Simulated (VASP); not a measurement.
Data:

```
CELL_PARAMETERS angstrom
      0.00000     3.43855     3.43855
      3.43855     0.00000     3.43855
      3.43855     3.43855     0.00000
ATOMIC_POSITIONS crystal
  Sr 0.00000 0.00000 0.00000
  Cl 0.25000 0.25000 0.25000
  Cl 0.75000 0.75000 0.75000
```

Method: TPSS meta-GGA, VASP's PBE PAW potentials (set 64) (plane waves; VASP). Numerical set-up: 520 eV cut-off, 6×6×6 Γ-centred mesh, Gaussian smearing of 0.050 eV, potentials Sr_sv Cl.

Task: Give the stress tensor in GPa (positive for a compressed cell).

Result: 
```
2.55  0.00  0.00
0.00  2.55  0.00
0.00  0.00  2.55
```
The pressure is its mean diagonal, 2.55 GPa.

The compound is SrCl2 in the fluorite structure. This cell is one point of a volume scan, at 0.94 of the reference volume.
